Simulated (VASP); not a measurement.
All values below come from PBEsol GGA, VASP's PBE PAW potentials (set 64) (plane waves; VASP).

Input for VASP

POSCAR:
```
GaN
1
   -0.0000000000     2.2476255052     2.2476255052
    2.2476255052    -0.0000000000     2.2476255052
    2.2476255052     2.2476255052    -0.0000000000
Ga N
1 1
Direct
  0.0000000000   0.0000000000   0.0000000000
  0.7500000000   0.7500000000   0.7500000000
```

**INCAR**
```
SYSTEM = GaN
PREC = Normal
ENCUT = 450
EDIFF = 1E-5
NELM = 100
ALGO = Fast
LREAL = .FALSE.
LASPH = .TRUE.
ISMEAR = 0
SIGMA = 0.05
GGA = PS
LMAXMIX = 4
LWAVE = .FALSE.
LCHARG = .FALSE.
NELMIN = 4
IBRION = 2
ISIF = 2
NSW = 20
EDIFFG = -0.03
```

File KPOINTS:
```
Automatic mesh
0
Gamma
11 11 11
0 0 0
```

POTCAR, in this order: Ga_d N (PBE.64 set). Program: vasp_std.

Task: What does the run give for the energy per atom (σ→0), band gap (on the k-mesh)?

Result: 
```yaml
energy per atom (σ→0): -6.564 eV/atom
band gap (on the k-mesh): 1.73 eV
```

File OSZICAR:
```
...
RMM:   6    -0.131472289954E+02    0.17970E+01   -0.32931E+00  1631   0.149E+01    0.235E+00
RMM:   7    -0.131485478920E+02   -0.13189E-02   -0.38425E-01  1698   0.585E+00    0.171E+00
RMM:   8    -0.131310899740E+02    0.17458E-01   -0.40244E-02  1702   0.213E+00    0.353E-01
RMM:   9    -0.131271574729E+02    0.39325E-02   -0.11730E-02  1880   0.938E-01    0.142E-01
RMM:  10    -0.131272285657E+02   -0.71093E-04   -0.20579E-03  1789   0.392E-01    0.478E-02
RMM:  11    -0.131272675668E+02   -0.39001E-04   -0.24204E-04  1592   0.159E-01    0.167E-02
RMM:  12    -0.131272670733E+02    0.49349E-06   -0.70516E-05  1302   0.759E-02
   1 F= -.13127267E+02 E0= -.13127267E+02  d E =-.131273E+02
```

The compound is GaN in the zinc blende structure, a metastable form; wurtzite is the usual one. It was relaxed first.
